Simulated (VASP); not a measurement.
Given:

```
LiTaO3
1.0
    2.57160     1.48472     4.59431
   -2.57160     1.48472     4.59431
    0.00000    -2.96943     4.59431
Li Ta O
2 2 6
Direct
  0.71720   0.71720   0.71720
  0.21720   0.21720   0.21720
  0.00139   0.00139   0.00139
  0.50139   0.50139   0.50139
  0.77503   0.38318   0.13501
  0.13501   0.77503   0.38318
  0.38318   0.13501   0.77503
  0.63501   0.88318   0.27503
  0.88318   0.27503   0.63501
  0.27503   0.63501   0.88318
```

All values below come from PBEsol GGA, VASP's PBE PAW potentials (set 64) (plane waves; VASP 6.6.1). Settings: 520 eV cut-off, 7×7×7 Γ-centred mesh, Gaussian smearing of 0.010 eV, potentials Li_sv Ta_pv O.

Give the direction-averaged independent-particle dielectric function (no local fields, no excitons; a broadening of 0.1 eV leaves a tail below the gap, and fine structure carries the noise of the k-mesh).

| ħω (eV) | ε₁ | ε₂ |
|---|---|---|
| 0.00 | 5.44 | 0.00 |
| 0.40 | 5.46 | 0.00 |
| 0.80 | 5.51 | 0.00 |
| 1.20 | 5.60 | 0.00 |
| 1.60 | 5.74 | 0.00 |
| 2.00 | 5.94 | 0.00 |
| 2.40 | 6.22 | 0.00 |
| 2.80 | 6.63 | 0.00 |
| 3.20 | 7.26 | 0.00 |
| 3.60 | 8.39 | 0.00 |
| 4.00 | 10.57 | 0.76 |
| 4.40 | 9.91 | 5.86 |
| 4.80 | 7.32 | 9.28 |
| 5.20 | 4.24 | 6.90 |
| 5.60 | 3.60 | 8.23 |
| 6.00 | 1.51 | 8.56 |
| 6.40 | -0.44 | 5.16 |
| 6.80 | 0.10 | 3.46 |
| 7.20 | 0.84 | 2.41 |
| 7.60 | 1.50 | 1.88 |
| 8.00 | 2.27 | 2.20 |
| 8.40 | 2.88 | 2.27 |
| 8.80 | 3.76 | 3.38 |
| 9.20 | 2.36 | 5.17 |
| 9.60 | 1.50 | 4.33 |
| 10.00 | 1.46 | 3.72 |
| 10.40 | 0.75 | 3.75 |
| 10.80 | 1.07 | 2.79 |
| 11.20 | 0.83 | 3.60 |
| 11.60 | 0.26 | 3.71 |
| 12.00 | 0.20 | 2.50 |
| 12.40 | 0.52 | 2.20 |
| 12.80 | 0.32 | 2.43 |
| 13.20 | 0.46 | 2.13 |
| 13.60 | 0.37 | 2.06 |
| 14.00 | 0.28 | 2.23 |
| 14.40 | 0.12 | 1.67 |
| 14.80 | 0.24 | 1.93 |
| 15.20 | 0.41 | 1.41 |
| 15.70 | 0.43 | 1.51 |
ε₂ peaks at 5.0 eV (height 10.1), 5.9 eV (height 8.7), 9.1 eV (height 5.3); ε₁(0) averages 5.44, so the electronic refractive index below the gap tends to √5.44 = 2.33.

The structure comes from a computed database's LiTaO3 entry (R3c); how it stands against other phases isn't given here. It was relaxed first.
